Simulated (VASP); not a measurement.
Data:

```
CELL_PARAMETERS angstrom
     -1.66158     1.66158     3.80096
      1.66158    -1.66158     3.80096
      1.66158     1.66158    -3.80096
ATOMIC_POSITIONS crystal
  Co 0.70792 0.70792 0.00000
  Co 0.45792 0.95792 0.50000
  Si 0.20808 0.20808 0.00000
  Si 0.95808 0.45808 0.50000
```

These are PBEsol GGA, VASP's PBE PAW potentials (set 64) (plane waves; VASP) values and carry that method's errors. Numerical set-up: 480 eV cut-off, 12×12×12 Γ-centred mesh, first-order Methfessel-Paxton smearing of 0.10 eV, potentials Co Si.

The ions, cell shape and volume at an external pressure of 5.0 GPa are relaxed. Give the cell that the relaxation ends in.

```
CELL_PARAMETERS angstrom
     -1.65214     1.65214     3.77152
      1.65214    -1.65214     3.77152
      1.65214     1.65214    -3.77152
ATOMIC_POSITIONS crystal
  Co 0.70794 0.70794 0.00000
  Co 0.45794 0.95794 0.50000
  Si 0.20806 0.20806 0.00000
  Si 0.95806 0.45806 0.50000
```
Space group I4_1/amd (141), at a tolerance of 0.03 Å.

How do energy and volume change from the first to the last step?

The energy (σ→0) changes by +3.2 meV/atom and the volume by -1.9 %, in 5 ionic steps.

The structure was generated: CoSi was put into the NbAs type (I4_1md), which need not be its known phase. This run relaxes it under an external pressure of 5 GPa. It ends in space group I4_1/amd. Symmetry was kept, so distortions that lower it aren't found. The run is not spin-polarised, so no magnetic state was tried.
